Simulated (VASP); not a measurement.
# Hf2ZrGe3 (P-3m1) in VASP: notebook

One crystal, Hf2ZrGe3, is run at these levels: PBE; tasks: relaxation of cell and atoms.

All numbers are computed with VASP 6.6.1; they aren't measurements. Logs are shortened: lines on timing, memory, paths and dates and some standing lists are left out, and cuts for length are marked.

**1. Starting point**

The structure is trigonal, space group P-3m1 (No. 164). Conventional cell: a = 4.537 Å, b = 4.537 Å, c = 7.281 Å, α = 90.00°, β = 90.00°, γ = 120.00°. Around Zr (site symmetry -3m) lie 6 Hf at 3.21 Å and 8 Ge at 3.64 to 3.67 Å. Hf (site symmetry 3m) has 4 Ge at 2.72 to 2.84 Å as nearest neighbours. Ge (site symmetry 3m) is surrounded by 4 Hf at 2.72 to 2.84 Å and 3 Ge at 2.83 Å. Ge (site symmetry -3m) has 6 Ge at 2.83 Å and 6 Hf at 3.17 Å as nearest neighbours.

The cell was built by a generator and needn't be a form met in nature.

**2. Relaxation of cell and atoms, PBE**

INCAR reads:

```
ALGO = Fast
EDIFF = 1E-4
EDIFFG = -0.08
ENCUT = 520
GGA = PE
IBRION = 2
ISIF = 3
ISMEAR = 0
LASPH = True
LCHARG = False
LREAL = False
LWAVE = False
NELM = 60
NSW = 24
PREC = Normal
SIGMA = 0.15
```

KPOINTS reads:

```
k-points
0
Gamma
  4 4 3
```

POSCAR reads:

```
Hf2ZrGe3
1.0
    4.5374452000      0.0000000000      0.0000000000
   -2.2687226000      3.9295428100      0.0000000000
    0.0000000000      0.0000000000      7.2806638600
Zr Hf Ge
1 2 3
Direct
    0.0000000000      0.0000000000      0.0000000000
    0.3333333300      0.6666666700      0.2557500000
    0.6666666700      0.3333333300      0.7442500000
    0.3333333300      0.6666666700      0.6460000300
    0.6666666700      0.3333333300      0.3539999700
    0.0000000000      0.0000000000      0.5000000000
```

Potentials or basis: VASP PAW PBE potentials, release 64 (Zr_sv, Hf_pv, Ge_d).

Started as:

```bash
$ cat potpaw_PBE.64/Zr_sv/POTCAR potpaw_PBE.64/Hf_pv/POTCAR potpaw_PBE.64/Ge_d/POTCAR > POTCAR
$ mpirun -np 1 vasp_std > vasp.out
```

OUTCAR:

```text
EDIFF = 1E-4
   EDIFFG = -0.08
   ENCUT = 520
   GGA = PE
   IBRION = 2
   ISIF = 3
   ISMEAR = 0
   LASPH = True
   LREAL = False
   NELM = 60
   NSW = 24
   PREC = Normal

 ion  position               nearest neighbor table
   1  0.000  0.000  0.000-   2 3.21   3 3.21   2 3.21   3 3.21   3 3.21   2 3.21
   2  0.333  0.667  0.256-   5 2.72   5 2.72   5 2.72   4 2.84   6 3.17   6 3.17   6 3.17   1 3.21
                             1 3.21   1 3.21
   3  0.667  0.333  0.744-   4 2.72   4 2.72   4 2.72   5 2.84   6 3.17   6 3.17   6 3.17   1 3.21
                             1 3.21   1 3.21
   4  0.333  0.667  0.646-   3 2.72   3 2.72   3 2.72   6 2.83   6 2.83   6 2.83   2 2.84
   5  0.667  0.333  0.354-   2 2.72   2 2.72   2 2.72   6 2.83   6 2.83   6 2.83   3 2.84
   6  0.000  0.000  0.500-   4 2.83   5 2.83   4 2.83   5 2.83   5 2.83   4 2.83   2 3.17   3 3.17
                             2 3.17   3 3.17   2 3.17   3 3.17

  LATTYP: Found a hexagonal cell.
 ALAT       =     4.5374452000
 C/A-ratio  =     1.6045733974

  Lattice vectors:

 A1 = (   4.5374452000,   0.0000000000,   0.0000000000)
 A2 = (  -2.2687226000,   3.9295428100,   0.0000000000)
 A3 = (   0.0000000000,   0.0000000000,   7.2806638600)

Analysis of symmetry for initial positions (statically):
=====================================================================
 Subroutine PRICEL returns:
 Original cell was already a primitive cell.

 Routine SETGRP: Setting up the symmetry group for a
 hexagonal supercell.

 Subroutine GETGRP returns: Found 12 space group operations
 (whereof 12 operations were pure point group operations)
 out of a pool of 24 trial point group operations.

The static configuration has the point symmetry D_3d.

Analysis of symmetry for dynamics (positions and initial velocities):
=====================================================================
 Subroutine PRICEL returns:
 Original cell was already a primitive cell.

 Routine SETGRP: Setting up the symmetry group for a
 hexagonal supercell.

 Subroutine GETGRP returns: Found 12 space group operations
 (whereof 12 operations were pure point group operations)
 out of a pool of 24 trial point group operations.

The dynamic configuration has the point symmetry D_3d.

 Subroutine INISYM returns: Found 12 space group operations
 (whereof 12 operations are pure point group operations),
 and found     1 'primitive' translations

----------------------------------------------------------------------------------------

                                     Primitive cell

  volume of cell :     129.8149

  direct lattice vectors                    reciprocal lattice vectors
     4.537445200  0.000000000  0.000000000     0.220388337  0.127241266  0.000000000
    -2.268722600  3.929542810  0.000000000     0.000000000  0.254482531  0.000000000
     0.000000000  0.000000000  7.280663860     0.000000000  0.000000000  0.137350112

  length of vectors
     4.537445200  4.537445199  7.280663860     0.254482531  0.254482531  0.137350112

  position of ions in fractional coordinates (direct lattice)
     0.000000000  0.000000000  0.000000000
     0.333333330  0.666666670  0.255750000
     0.666666670  0.333333330  0.744250000
     0.333333330  0.666666670  0.646000030
     0.666666670  0.333333330  0.353999970
     0.000000000  0.000000000  0.500000000

  ion indices of the primitive-cell ions
   primitive index   ion index
                 1           1
                 2           2
                 3           3
                 4           4
                 5           5
                 6           6

----------------------------------------------------------------------------------------

 KPOINTS: k-points

Automatic generation of k-mesh.
 Grid dimensions read from file:
 generate k-points for:    4    4    3

 Generating k-lattice:

  Cartesian coordinates                     Fractional coordinates (reciprocal lattice)
     0.055097084  0.031810316  0.000000000     0.250000000  0.000000000  0.000000000
     0.000000000  0.063620633  0.000000000     0.000000000  0.250000000  0.000000000
     0.000000000  0.000000000  0.045783371     0.000000000  0.000000000  0.333333333

  Length of vectors
     0.063620633  0.063620633  0.045783371

  Shift w.r.t. Gamma in fractional coordinates (k-lattice)
     0.000000000  0.000000000  0.000000000

 Subroutine IBZKPT returns following result:
 ===========================================

 Found      9 irreducible k-points:

 Following reciprocal coordinates:
            Coordinates               Weight
  0.000000  0.000000  0.000000      1.000000
  0.250000 -0.000000  0.000000      6.000000
  0.500000 -0.000000  0.000000      3.000000
  0.250000  0.250000  0.000000      6.000000
  0.000000  0.000000  0.333333      2.000000
  0.250000 -0.000000  0.333333      6.000000
  0.000000  0.250000  0.333333      6.000000
  0.500000 -0.000000  0.333333      6.000000
  0.250000  0.250000  0.333333     12.000000
   k-points           NKPTS =      9   k-points in BZ     NKDIM =      9   number of bands    NBANDS=     44
   number of dos      NEDOS =    301   number of ions     NIONS =      6
   total plane-waves  NPLWV =  32928
   dimension x,y,z NGX =    28 NGY =   28 NGZ =   42
   dimension x,y,z NGXF=    56 NGYF=   56 NGZF=   84
   ions per type =               1   2   3
   NGX,Y,Z   is equivalent  to a cutoff of  10.26, 10.26,  9.59 a.u.
   NGXF,Y,Z  is equivalent  to a cutoff of  20.52, 20.52, 19.18 a.u.
 SYSTEM =  unknown system
   PREC   = normal    normal or accurate (medium, high low for compatibility)
   ISTART =      0    job   : 0-new  1-cont  2-samecut
   ICHARG =      2    charge: 1-file 2-atom 10-const
   ISPIN  =      1    spin polarized calculation?
   LNONCOLLINEAR =      F non collinear calculations
   LSORBIT =      F    spin-orbit coupling
   LASPH  =      T    aspherical Exc in radial PAW
   ENCUT  =  520.0 eV  38.22 Ry    6.18 a.u.   8.44  8.44 13.54*2*pi/ulx,y,z
   NELM   =     60;   NELMIN=  2; NELMDL= -5     # of ELM steps
   EDIFF  = 0.1E-03   stopping-criterion for ELM
   LREAL  =      F    real-space projection
   EDIFFG = -.8E-01   stopping-criterion for IOM
   NSW    =     24    number of steps for IOM
   IBRION =      2    ionic relax: 0-MD 1-quasi-New 2-CG
   NFREE  =      1    steps in history (QN), initial steepest desc. (CG)
   ISIF   =      3    stress and relaxation
   ISYM   =      2    0-nonsym 1-usesym 2-fastsym
   POTIM  = 0.5000    time-step for ionic-motion
   TEBEG  =    0.0;   TEEND  =   0.0 temperature during run
   PSTRESS=    0.0 pullay stress
   NELECT =      74.0000    total number of electrons
   NUPDOWN=      -1.0000    fix difference up-down
   EMIN   =  10.00;   EMAX   =-10.00  energy-range for DOS
   EFERMI =   0.00;   METHOD = LEGACY
   ISMEAR =     0;   SIGMA  =   0.15  broadening in eV -4-tet -1-fermi 0-gaus
   EFERMI_NEDOS =   21; number of points for ismear=-14 and -15
   IALGO  =     68    algorithm
   IMIX   =      4    mixing-type and parameters
     AMIX     =   0.40;   BMIX     =  1.00
     AMIX_MAG =   1.60;   BMIX_MAG =  1.00
  volume/ion in A,a.u.               =      21.64       146.01
  Fermi-wavevector in a.u.,A,eV,Ry     =   1.357409  2.565130 25.069526  1.842558
  Thomas-Fermi vector in A             =   2.484330
   LORBIT       =      0    0 simple, 1 ext, 2 COOP (PROOUT), +10 PAW based schemes
   GGA     = PE    functional components
   LHFCALC =     F    Hartree Fock is set to
   AEXX    =    0.0000 exact exchange contribution
   IVDW    =     0    specifies the selected vdW correction
   LEPSILON=     F    determine dielectric tensor
   LRPA    =     F    only Hartree local field effects (RPA)
 conjugate gradient relaxation of ions
 non-spin polarized calculation
 RMM-DIIS sequential band-by-band and
 Gauss-broadening in eV      SIGMA  =   0.15
  energy-cutoff  :      520.00
  volume of cell :      129.81
 maximum number of plane-waves:      3537
   NGX = 17   NGY = 17   NGZ = 27

--------------------------------------- Ionic step        1  -------------------------------------------

 number of electron      74.0000037 magnetization

 Free energy of the ion-electron system (eV)
  ---------------------------------------------------
  ext. energy  EPLUGINS =         0.00000000
  ---------------------------------------------------
  free energy    TOTEN  =       -39.60208565 eV

  energy without entropy =      -39.53679621  energy(sigma->0) =      -39.56944093

------------------------ aborting loop because EDIFF is reached ----------------------------------------

  FORCE on cell =-STRESS in cart. coord.  units (eV):
  Direction    XX          YY          ZZ          XY          YZ          ZX
  --------------------------------------------------------------------------------------
  -------------------------------------------------------------------------------------
  Total        2.3938412      2.3938412     -3.9625943      0.0000000      0.0000000     -0.0000000
  in kB       29.5448314     29.5448314    -48.9064108      0.0000000      0.0000000     -0.0000000
  external PRESSURE =       3.3944173 kB  Pullay stress =       0.0000000 kB
[... 101 lines left out ...]
  FREE ENERGIE OF THE ION-ELECTRON SYSTEM (eV)
  ---------------------------------------------------
  free  energy   TOTEN  =       -41.6747974250 eV

  energy  without entropy=      -41.5848079586  energy(sigma->0) =      -41.62980269

[... ionic steps 4 to 21 ...]

--------------------------------------- Ionic step       22  -------------------------------------------

 number of electron      74.0000013 magnetization

------------------------ aborting loop because EDIFF is reached ----------------------------------------

  FORCE on cell =-STRESS in cart. coord.  units (eV):
  Direction    XX          YY          ZZ          XY          YZ          ZX
  --------------------------------------------------------------------------------------
  -------------------------------------------------------------------------------------
  Total        0.5822576      0.5822576     -0.2595636      0.0000000     -0.0000000      0.0000000
  in kB        8.1215511      8.1215511     -3.6204923      0.0000000     -0.0000000      0.0000000
  external PRESSURE =       4.2075366 kB  Pullay stress =       0.0000000 kB
[... 65 lines left out ...]
  energy  without entropy=      -44.2489220650  energy(sigma->0) =      -44.27105266

--------------------------------------- Ionic step       24  -------------------------------------------

 number of electron      74.0000023 magnetization

 Free energy of the ion-electron system (eV)
  ---------------------------------------------------
  ext. energy  EPLUGINS =         0.00000000
  ---------------------------------------------------
  free energy    TOTEN  =       -44.29746790 eV

  energy without entropy =      -44.25288250  energy(sigma->0) =      -44.27517520

 E-fermi :   7.1310     XC(G=0): -11.5924

 val. band max:        7.1073314705   @ k =   0.2500   0.2500   0.3333
 cond. band min:       7.1486365123   @ k =   0.2500  -0.0000   0.0000
 fundamental gap:      0.0413050418
 Fermi energy:         7.1310497770

 k-point     1 :       0.0000    0.0000    0.0000
  band No.  band energies     occupation
      1     -41.3193      2.00000
      2     -23.8060      2.00000
      3     -23.7949      2.00000
      4     -23.7949      2.00000
      5     -23.7684      2.00000
      6     -23.7684      2.00000
[... 445 lines left out ...]
  FREE ENERGIE OF THE ION-ELECTRON SYSTEM (eV)
  ---------------------------------------------------
  free  energy   TOTEN  =       -44.2974679022 eV

  energy  without entropy=      -44.2528824953  energy(sigma->0) =      -44.27517520

 reached required accuracy - stopping structural energy minimisation
```

It took 10 min on 1 thread of Intel Xeon 6975P-C (Granite Rapids), shared host; peak memory 0.23 GiB.

What came out:

```
Free energy                            : -44.2975 eV
Relaxed volume                         : 19.27 Å³/atom
Relaxed cell                           : a = 4.966 Å, b = 4.966 Å, c = 5.412 Å, α = 90.00°, β = 90.00°, γ = 120.00°
Space group after relaxing (to 0.05 Å) : P-3m1 (No. 164)
Energy gained by relaxing              : 782.6 meV/atom
Ionic steps                            : 24
Pressure after relaxing                : -0.1 GPa
Largest force after relaxing           : 0.040 eV/Å
Band gap on the k mesh                 : none (metal or under the smearing width)
```

Forces in eV/Å, atoms in the order of the input:
```
Zr   0.000  0.000  0.000
Hf   0.000  0.000  0.036
Hf   0.000  0.000 -0.036
Ge   0.000  0.000  0.040
Ge   0.000  0.000 -0.040
Ge   0.000  0.000  0.000
```

Stress tensor (GPa, compression positive):
```
-0.32  0.00  0.00
 0.00 -0.32  0.00
 0.00  0.00  0.34
```

Step by step:
```tsv
step	energy change (eV)	largest force (eV/Å)	pressure (GPa)	volume (Å³)
1	0.0000	1.4164	0.34	129.81
2	-0.4521	1.3669	-1.44	130.56
3	-2.0727	1.4001	-7.55	131.38
4	-1.5068	4.7012	5.21	125.78
5	159.9262	1.6341	-1.04	131.05
6	23.1734	1.8223	-8.22	128.88
7	-1.8447	1.2093	-3.38	126.46
8	-3.9234	0.9720	-5.11	126.46
9	-4.0969	0.8390	-4.42	124.60
10	-4.4485	0.4982	-2.15	119.06
11	-4.1855	0.7849	8.40	108.12
12	-4.5217	0.6177	0.62	115.73
13	-4.5226	0.6229	0.83	115.44
14	-4.5360	0.5386	-0.03	115.76
15	-4.5623	0.3881	-1.11	116.70
16	-4.5578	0.4659	-2.96	118.61
17	-4.5697	0.4422	-1.99	117.50
18	-4.5790	0.4017	-1.78	117.39
19	-4.6044	0.4041	-1.90	117.05
20	-4.6446	0.3860	-1.27	116.36
21	-4.6820	0.3597	0.60	115.00
22	-4.6829	0.3426	0.42	114.86
23	-4.6911	0.2275	0.32	115.16
24	-4.6954	0.0399	-0.10	115.61
```

Final structure:
```yaml
crystal:
  lattice:
    - [4.96637, 0.00000, 0.00000]
    - [-2.48319, 4.30101, 0.00000]
    - [0.00000, 0.00000, 5.41244]
  atoms:
    - { symbol: Zr, position: [0.00000, 0.00000, 0.00000] }
    - { symbol: Hf, position: [0.33333, 0.66667, 0.25943] }
    - { symbol: Hf, position: [0.66667, 0.33333, 0.74057] }
    - { symbol: Ge, position: [0.33333, 0.66667, 0.76249] }
    - { symbol: Ge, position: [0.66667, 0.33333, 0.23751] }
    - { symbol: Ge, position: [0.00000, 0.00000, 0.50000] }
```

Caveat: the k mesh is coarse (spacing up to 0.40 Å⁻¹), so the values aren't converged; the relaxation stopped at a loose force limit of 0.08 eV/Å, so its end isn't a converged minimum.

**3. Relaxation of cell and atoms, PBE**

This run uses another cell than the first one, of 20.30 Å³/atom, 0.938 times its volume.

INCAR is that of step 2.

KPOINTS reads:

```
k-points
0
Gamma
  5 5 2
```

POSCAR reads:

```
Hf2ZrGe3
1.0
    4.0572171700      0.0000000000      0.0000000000
   -2.0286085800      3.5136531400      0.0000000000
    0.0000000000      0.0000000000      8.5444332400
Zr Hf Ge
1 2 3
Direct
    0.6666666700      0.3333333300      0.0000000000
    0.3333333300      0.6666666700      0.2462391900
    0.3333333300      0.6666666700      0.7537608100
    0.6666666700      0.3333333300      0.5000000000
    0.0000000000      0.0000000000      0.0000000000
    0.0000000000      0.0000000000      0.5000000000
```

Potentials or basis: VASP PAW PBE potentials, release 64 (Zr_sv, Hf_pv, Ge_d).

Started as:

```bash
$ cat potpaw_PBE.64/Zr_sv/POTCAR potpaw_PBE.64/Hf_pv/POTCAR potpaw_PBE.64/Ge_d/POTCAR > POTCAR
$ mpirun -np 1 vasp_std > vasp.out
```

Wall time 7.3 min (1 thread of Intel Xeon 6975P-C (Granite Rapids), shared host); peak memory 0.21 GiB.

It converged, with:

```yaml
Free_energy: -42.9447 eV
Relaxed_volume: 19.26 Å³/atom
Relaxed_cell: a = 4.729 Å, b = 4.729 Å, c = 5.966 Å, α = 90.00°, β = 90.00°, γ = 120.00°
Space_group_after_relaxing_to_0.05_Å: P-6m2 (No. 187)
Energy_gained_by_relaxing: 660.4 meV/atom
Ionic_steps: 14
Pressure_after_relaxing: -0.2 GPa
Largest_force_after_relaxing: 0.010 eV/Å
Band_gap_on_the_k_mesh: none (metal or under the smearing width)
```

Forces in eV/Å, atoms in the order of the input:
```
Zr   0.000  0.000  0.000
Hf   0.000  0.000 -0.010
Hf   0.000  0.000  0.010
Ge   0.000  0.000  0.000
Ge   0.000  0.000  0.000
Ge   0.000  0.000  0.000
```

Stress tensor (GPa, compression positive):
```
-0.08  0.00  0.00
 0.00 -0.08  0.00
 0.00  0.00 -0.31
```

The path:
```csv
step,energy change (eV),largest force (eV/Å),pressure (GPa),volume (Å³)
1,0.0000,0.5689,12.93,121.81
2,-0.6437,0.4558,-11.07,151.98
3,-1.0116,0.5255,-5.15,138.44
4,-1.9636,0.9829,-4.83,131.65
5,-2.9989,0.8815,-3.30,123.56
6,-2.5097,2.0693,10.59,103.73
7,-3.6968,0.5291,1.15,117.58
8,-3.8663,0.5736,4.13,110.94
9,-3.9297,0.1200,2.18,113.30
10,-3.9288,0.2306,2.23,112.68
11,-3.9000,0.3492,-1.61,116.90
12,-3.9440,0.2840,0.71,114.32
13,-3.9588,0.0520,-0.55,115.77
14,-3.9621,0.0100,-0.16,115.57
```

Final structure:
```xyz
6
Lattice="4.7294 0.0000 0.0000 -2.3647 4.0958 0.0000 0.0000 0.0000 5.9660" Properties=species:S:1:pos:R:3 pbc="T T T"
Zr    2.3647    1.3653    0.0000
Hf    0.0000    2.7305    1.5278
Hf    0.0000    2.7305    4.4382
Ge    2.3647    1.3653    2.9830
Ge    0.0000    0.0000    0.0000
Ge    0.0000    0.0000    2.9830
```

Levels at points of the mesh, in eV from the Fermi level:
```csv
k point,band 34,band 35,band 36,band 37,band 38,band 39,band 40,band 41
"(0.00, 0.00, 0.00)",-2.20,-0.96,-0.96,-0.93,-0.93,0.82,2.21,2.28
"(0.00, 0.00, 0.50)",-1.10,-1.08,-1.08,-0.19,0.07,0.07,1.10,1.54
```

Caveat: the k mesh is coarse (spacing up to 0.37 Å⁻¹), so the values aren't converged; the relaxation stopped at a loose force limit of 0.08 eV/Å, so its end isn't a converged minimum. Spin-orbit coupling is left out, which matters for the levels of Hf.
